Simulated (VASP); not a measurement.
Here is a VASP 6.6.1 calculation.

File INCAR:

```
SYSTEM = HPbNO4
PREC     = Accurate       ! precision mode
ENCUT    = 520            ! plane-wave cutoff, eV
EDIFF    = 1E-6           ! SCF threshold, eV
ISMEAR   = -1             ! smearing method
SIGMA    = 0.05           ! smearing width, eV
LREAL    = .FALSE.        ! projectors in reciprocal space
LASPH    = .TRUE.         ! aspherical terms in the spheres
NELM     = 100            ! most SCF steps
ALGO     = Fast           ! electronic algorithm
ISIF     = 2              ! what is computed and relaxed
LWAVE    = .FALSE.        ! write WAVECAR
LCHARG   = .FALSE.        ! write CHGCAR
GGA      = PE             ! functional
NBANDS   = 31             ! bands
```

Contents of KPOINTS:

```
regular mesh
0
G
  7 6 5
  0 0 0
```

POSCAR

```
HPbNO4
1.0
    3.8570700000      0.0017800000     -0.0365800000
    0.1735300000      4.3343600000     -0.0164700000
    0.7580300000      0.8387300000      5.8766200000
H Pb N O
1 1 1 4
Direct
    0.6151100000      0.8955900000      0.1984400000
    0.6459700000      0.4465100000      0.9168500000
    0.7147400000      0.2381000000      0.5005800000
    0.1695800000      0.4700700000      0.7776800000
    0.6291900000      0.9704500000      0.4984500000
    0.5642400000      0.9258300000      0.0384900000
    0.7802200000      0.4225000000      0.3195100000
```

Potentials or basis: VASP PAW PBE potentials, release 64 (H, Pb_d, N, O).

The run is started by

```sh
$ cat potpaw_PBE.64/H/POTCAR potpaw_PBE.64/Pb_d/POTCAR potpaw_PBE.64/N/POTCAR potpaw_PBE.64/O/POTCAR > POTCAR
$ mpirun -np 1 vasp_std > vasp.out
```

(1) Estimate the largest force.

(2) Predict the band gap on the k mesh.

(3) Estimate the pressure.

## Answers

(1) 0.624 eV/Å.

(2) 0.36 eV, indirect (least direct gap 0.59 eV).

(3) 0.6 GPa.

Caveat: the standard files for N, O and F lose accuracy on very short bonds; spin-orbit coupling is left out, which as a rule narrows the gap of such compounds by several tenths of an eV; an odd mesh through Γ misses points on the zone boundary, where band edges often lie.
